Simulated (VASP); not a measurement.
Consider the following.

```xyz
1
Lattice="0.0000 1.9217 1.9217 1.9217 0.0000 1.9217 1.9217 1.9217 0.0000" Properties=species:S:1:pos:R:3 pbc="T T T"
Ir     0.0000     0.0000     0.0000
```

These are revPBE GGA, VASP's PBE PAW potentials (set 64) (plane waves; VASP 6.6.1) values and carry that method's errors. Run with 520 eV cut-off, 16×16×16 Γ-centred mesh, first-order Methfessel-Paxton smearing of 0.10 eV, potentials Ir.

Give the stress tensor in GPa (positive for a compressed cell).

```
11.52   0.00   0.00
 0.00  11.52   0.00
 0.00   0.00  11.52
```
The pressure is its mean diagonal, 11.52 GPa.

The compound is Ir in the fcc structure. This cell is one point of a volume scan, at 0.97 of the reference volume.
